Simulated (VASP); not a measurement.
Input:

```
PbTe
1.0
    0.00000     3.22064     3.22064
    3.22064     0.00000     3.22064
    3.22064     3.22064     0.00000
Te Pb
1 1
Direct
  0.50000   0.50000   0.50000
  0.00000   0.00000   0.00000
```

The numbers are results of PBEsol GGA, VASP's PBE PAW potentials (set 64) (plane waves; VASP), not measurements. Run with 500 eV cut-off, 7×7×7 Γ-centred mesh, Gaussian smearing of 0.050 eV, potentials Te Pb_d.

Task: What does the run give for the energy per atom (σ→0)?

Result: 
```yaml
energy per atom (σ→0): -4.130 eV/atom
```

The compound is PbTe in the rock salt structure. It was relaxed first.
